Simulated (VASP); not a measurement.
Consider the following.

```
Tb
1.0
    1.78110    -3.08496     0.00000
    1.78110     3.08496     0.00000
    0.00000     0.00000     5.56584
Tb
2
Direct
  0.33333   0.66667   0.25000
  0.66667   0.33333   0.75000
```

Method: vdW-DF-cx, VASP's PBE PAW potentials (set 64) (plane waves; VASP 6.6.1). Settings: 520 eV cut-off, Gaussian smearing of 0.050 eV, potentials Tb_3.

The 4f electrons are frozen in the core of the lanthanide potential, so 4f levels, which can set the real gap, and their magnetism are missing.

Q: Estimate the band gap (along the path) with the smallest direct gap where there is one.

A: 
- band gap (along the path): none (metal, semimetal or under 0.01 eV)

Total energies compare only between runs with the same potentials, cut-off and functional.

The compound is Tb in the hcp structure. It was relaxed first.
